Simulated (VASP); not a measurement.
```
CELL_PARAMETERS angstrom
      0.00000     2.46461     2.46461
      2.46461     0.00000     2.46461
      2.46461     2.46461     0.00000
ATOMIC_POSITIONS crystal
  Si 0.00000 0.00000 0.00000
  Mo 0.50000 0.50000 0.50000
```

Method: LDA (Ceperley-Alder, Perdew-Zunger), VASP's LDA PAW potentials (set 64) (plane waves; VASP). Run with 400 eV cut-off, Gaussian smearing of 0.050 eV, potentials Si Mo_sv.

Problem. Give the energies of bands 6 to 12 at the high-symmetry points, in eV from the Fermi level.

Solution. 
| band | Γ | X | U | L | W |
|---|---|---|---|---|---|
| 6 | -2.12 | -4.08 | -4.68 | -6.67 | -4.17 |
| 7 | -2.12 | -3.91 | -4.08 | -3.90 | -4.17 |
| 8 | -2.12 | -0.52 | -2.68 | -3.90 | -3.65 |
| 9 | -1.60 | 0.08 | -0.46 | 0.42 | 1.08 |
| 10 | -1.60 | 0.08 | 0.61 | 0.42 | 1.18 |
| 11 | 2.84 | 1.07 | 1.88 | 1.93 | 1.18 |
| 12 | 2.84 | 1.07 | 2.77 | 4.72 | 1.45 |

It has no gap at this level: it comes out as a metal or semimetal.

The structure was generated: SiMo was put into the rocksalt type (Fm-3m), which need not be its known phase. It was relaxed first, which changed the volume by -25 %.
